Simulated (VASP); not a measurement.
Computed with r2SCAN meta-GGA, VASP's PBE PAW potentials (set 64) (plane waves; VASP).

VASP ran on this input.

**INCAR**
```
SYSTEM = V
PREC = Accurate
ENCUT = 480
EDIFF = 1E-7
NELM = 100
ALGO = Normal
LREAL = .FALSE.
LASPH = .TRUE.
ISMEAR = 1
SIGMA = 0.1
METAGGA = R2SCAN
LMIXTAU = .TRUE.
LMAXMIX = 4
LWAVE = .FALSE.
LCHARG = .FALSE.
ISIF = 2
```

### POSCAR
```
V
1
   -1.4593039374     1.4593039374     1.4593039374
    1.4593039374    -1.4593039374     1.4593039374
    1.4593039374     1.4593039374    -1.4593039374
V
1
Direct
  0.0000000000   0.0000000000   0.0000000000
```

KPOINTS:
```
Automatic mesh
0
Gamma
16 16 16
0 0 0
```

POTCAR, in this order: V_sv (PBE.64 set). Program: vasp_std.

Task: Estimate the energy per atom (σ→0), pressure, band gap (on the k-mesh).

Result: 
* **energy per atom (σ→0)**: -14.086 eV/atom
* **band gap (on the k-mesh)**: none (metal, semimetal or under 0.01 eV)
* **pressure**: 14.96 GPa

### OSZICAR
```
...
DAV:  14    -0.140859836560E+02    0.35401E-05   -0.30596E-06  2938   0.244E-02    0.256E-03
DAV:  15    -0.140859822149E+02    0.14411E-05   -0.27179E-07  2906   0.731E-03    0.369E-04
DAV:  16    -0.140859835609E+02   -0.13460E-05   -0.28024E-08  1468   0.228E-03    0.495E-04
DAV:  17    -0.140859833057E+02    0.25522E-06   -0.45827E-09  1464   0.109E-03    0.798E-05
DAV:  18    -0.140859834715E+02   -0.16586E-06   -0.60255E-10  1460   0.452E-04    0.227E-05
DAV:  19    -0.140859833241E+02    0.14740E-06   -0.10939E-10  1458   0.193E-04    0.348E-05
DAV:  20    -0.140859833543E+02   -0.30212E-07   -0.52637E-11  1458   0.112E-04
   1 F= -.14085983E+02 E0= -.14085711E+02  d E =-.818063E-03
```

The compound is V in the bcc structure. This cell was strained or had an atom moved on purpose. The run is not spin-polarised, so no magnetic state was tried.
